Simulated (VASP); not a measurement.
Output of a VASP run:

### OUTCAR
```
 ion  position               nearest neighbor table
   1  0.000  0.000  0.000-   2 2.82   2 2.82   2 2.82   2 2.82   2 2.82   2 2.82   2 2.82   2 2.82
  LATTYP: Found a simple tetragonal cell.
 ALAT       =     2.7893186473
 C/A-ratio  =     1.4414493259
 Subroutine PRICEL returns:
 Original cell was already a primitive cell.
 Subroutine GETGRP returns: Found 16 space group operations
The static configuration has the point symmetry D_4h.
The dynamic configuration has the point symmetry D_4h.
 Subroutine INISYM returns: Found 16 space group operations
 Subroutine IBZKPT returns following result:
 Found    216 irreducible k-points:

 Following reciprocal coordinates:
            Coordinates               Weight
  0.000000  0.000000  0.000000      1.000000
  0.066667  0.000000  0.000000      4.000000
  0.133333  0.000000  0.000000      4.000000
  0.200000  0.000000  0.000000      4.000000
  0.266667  0.000000  0.000000      4.000000
  0.333333  0.000000  0.000000      4.000000
  0.400000  0.000000  0.000000      4.000000
  0.466667  0.000000  0.000000      4.000000
  0.066667  0.066667  0.000000      4.000000
  0.133333  0.066667  0.000000      8.000000
  0.200000  0.066667  0.000000      8.000000
  0.266667  0.066667  0.000000      8.000000
  0.333333  0.066667  0.000000      8.000000
  0.400000  0.066667  0.000000      8.000000
  0.466667  0.066667  0.000000      8.000000
  0.133333  0.133333  0.000000      4.000000
  0.200000  0.133333  0.000000      8.000000
  0.266667  0.133333  0.000000      8.000000
  0.333333  0.133333  0.000000      8.000000
  0.400000  0.133333  0.000000      8.000000
  0.466667  0.133333  0.000000      8.000000
  0.200000  0.200000  0.000000      4.000000
  0.266667  0.200000  0.000000      8.000000
  0.333333  0.200000  0.000000      8.000000
  0.400000  0.200000  0.000000      8.000000
  0.466667  0.200000  0.000000      8.000000
  0.266667  0.266667  0.000000      4.000000
  0.333333  0.266667  0.000000      8.000000
  0.400000  0.266667  0.000000      8.000000
  0.466667  0.266667  0.000000      8.000000
  0.333333  0.333333  0.000000      4.000000
  0.400000  0.333333  0.000000      8.000000
  0.466667  0.333333  0.000000      8.000000
  0.400000  0.400000  0.000000      4.000000
  0.466667  0.400000  0.000000      8.000000
  0.466667  0.466667  0.000000      4.000000
  0.000000  0.000000  0.100000      2.000000
  0.066667  0.000000  0.100000      8.000000
  0.133333  0.000000  0.100000      8.000000
  0.200000  0.000000  0.100000      8.000000
   k-points           NKPTS =    216   k-points in BZ     NKDIM =    216   number of bands    NBANDS=     11
   number of dos      NEDOS =    601   number of ions     NIONS =      2
   total plane-waves  NPLWV =  17280
   dimension x,y,z NGX =    24 NGY =   24 NGZ =   30
   dimension x,y,z NGXF=    48 NGYF=   48 NGZF=   60
   ions per type =               1   1
   PREC   = accura    normal or accurate (medium, high low for compatibility)
   ISTART =      0    job   : 0-new  1-cont  2-samecut
   ICHARG =      2    charge: 1-file 2-atom 10-const
   ISPIN  =      1    spin polarized calculation?
   LNONCOLLINEAR =      F non collinear calculations
   LSORBIT =      F    spin-orbit coupling
   INIWAV =      1    electr: 0-lowe 1-rand  2-diag
   ENCUT  =  520.0 eV  38.22 Ry    6.18 a.u.   5.19  5.19  7.48*2*pi/ulx,y,z
   NELM   =    100;   NELMIN=  2; NELMDL= -5     # of ELM steps
   EDIFF  = 0.1E-06   stopping-criterion for ELM
   LREAL  =      F    real-space projection
   NLSPLINE    = F    spline interpolate recip. space projectors
   LMAXMIX     =    4 max onsite mixed and CHGCAR
   VOSKOWN=      0    Vosko Wilk Nusair interpolation
   EDIFFG = 0.1E-05   stopping-criterion for IOM
   NSW    =      0    number of steps for IOM
   NBLOCK =      1;   KBLOCK =      1    inner block; outer block
   IBRION =     -1    ionic relax: 0-MD 1-quasi-New 2-CG
...
```

File OSZICAR:
```
       N       E                     dE             d eps       ncg     rms          rms(c)
DAV:   1     0.899903465717E+02    0.89990E+02   -0.75014E+03  4752   0.140E+03
DAV:   2    -0.794114985597E+01   -0.97931E+02   -0.95299E+02  4797   0.336E+02
DAV:   3    -0.136907842921E+02   -0.57496E+01   -0.55346E+01  7366   0.788E+01
DAV:   4    -0.139185407196E+02   -0.22776E+00   -0.22504E+00  6066   0.135E+01
DAV:   5    -0.139273978667E+02   -0.88571E-02   -0.88221E-02  6769   0.246E+00    0.100E+01
DAV:   6    -0.125253871844E+02    0.14020E+01   -0.12212E+01  5845   0.384E+01    0.337E+00
DAV:   7    -0.123880102044E+02    0.13738E+00   -0.10932E+00  5454   0.113E+01    0.200E+00
DAV:   8    -0.123777060374E+02    0.10304E-01   -0.14127E-01  5322   0.428E+00    0.488E-01
DAV:   9    -0.123761913052E+02    0.15147E-02   -0.23805E-02  5700   0.206E+00    0.252E-01
DAV:  10    -0.123764570790E+02   -0.26577E-03   -0.16862E-03  5952   0.491E-01    0.562E-02
DAV:  11    -0.123764533301E+02    0.37489E-05   -0.37797E-04  6049   0.215E-01    0.462E-02
DAV:  12    -0.123764564104E+02   -0.30804E-05   -0.29401E-05  5390   0.614E-02    0.118E-02
DAV:  13    -0.123764560524E+02    0.35797E-06   -0.96392E-07  6306   0.113E-02    0.708E-03
DAV:  14    -0.123764559197E+02    0.13270E-06   -0.72653E-07  5167   0.114E-02    0.559E-04
DAV:  15    -0.123764558691E+02    0.50593E-07   -0.30193E-08  2709   0.179E-03
   1 F= -.13088499E+02 E0= -.13088499E+02  d E =0.000000E+00
```

File OUTCAR:
```
------------------------ aborting loop because EDIFF is reached ----------------------------------------
 Edisp (eV)   -0.71204
  FORCE on cell =-STRESS in cart. coord.  units (eV):
  Direction    XX          YY          ZZ          XY          YZ          ZX
  --------------------------------------------------------------------------------------
  Total      -0.00940    -0.00940     0.07988     0.00000    -0.00000     0.00000
  in kB      -0.48138    -0.48138     4.09111     0.00000    -0.00000     0.00000
  external pressure =        1.04 kB  Pullay stress =        0.00 kB
  volume of cell :       31.28
      direct lattice vectors                 reciprocal lattice vectors
     2.789318647  0.000000000  0.000000000     0.358510492  0.000000000  0.000000000
     0.000000000  2.789318647  0.000000000     0.000000000  0.358510492  0.000000000
     0.000000000  0.000000000  4.020661484     0.000000000  0.000000000  0.248715293
 POSITION                                       TOTAL-FORCE (eV/Angst)
 -----------------------------------------------------------------------------------
      0.00000      0.00000      0.00000         0.000000      0.000000      0.000000
      1.39466      1.39466      2.01033         0.000000      0.000000      0.000000
 -----------------------------------------------------------------------------------
    total drift:                                0.000000      0.000000      0.000000
  FREE ENERGIE OF THE ION-ELECTRON SYSTEM (eV)
  ---------------------------------------------------
  free  energy   TOTEN  =       -13.0884989763 eV

  energy  without entropy=      -13.0884989763  energy(sigma->0) =      -13.08849898

 total charge

# of ion       s       p       d       tot
------------------------------------------
    1        2.207   6.127   1.985  10.318
    2        0.415   0.432   0.000   0.847
--------------------------------------------------
tot          2.622   6.559   1.985  11.165
```
(Selected blocks of OUTCAR.)

File POSCAR:
```
TiAl
1
    2.7893186473     0.0000000000     0.0000000000
    0.0000000000     2.7893186473     0.0000000000
    0.0000000000    -0.0000000000     4.0206614840
Ti Al
1 1
Direct
  0.0000000000   0.0000000000   0.0000000000
  0.5000000000   0.5000000000   0.5000000000
```

Q: Write an INCAR and KPOINTS that could have produced this output.

A: This is not unique; one that fits is the input of the run itself, PBE GGA with D3 dispersion (zero damping), plane waves, VASP's PBE PAW potentials (set 64).

INCAR:
```
! general
SYSTEM   =  TiAl
PREC     =  Accurate
ENCUT    =  520
LREAL    =  .FALSE.
LASPH    =  .TRUE.

! electronic loop
EDIFF    =  1E-7
NELM     =  100
ALGO     =  Normal
LMAXMIX  =  4

! smearing
ISMEAR   =  -5

! functional
GGA      =  PE
IVDW     =  11

! ions
ISIF     =  2

! output
LWAVE    =  .FALSE.
LCHARG   =  .TRUE.
LORBIT   =  11
NEDOS    =  601
```

KPOINTS:
```
Automatic mesh
0
Gamma
15 15 10
0 0 0
```

POTCAR, in this order: Ti_sv Al (PBE.64 set). Program: vasp_std.

For a metal the tetrahedron method with Blöchl corrections gives inexact stress and forces.

The compound is TiAl in the L1_0 structure. It was relaxed first. The electron count is odd and the run is not spin-polarised, which forces a metal.
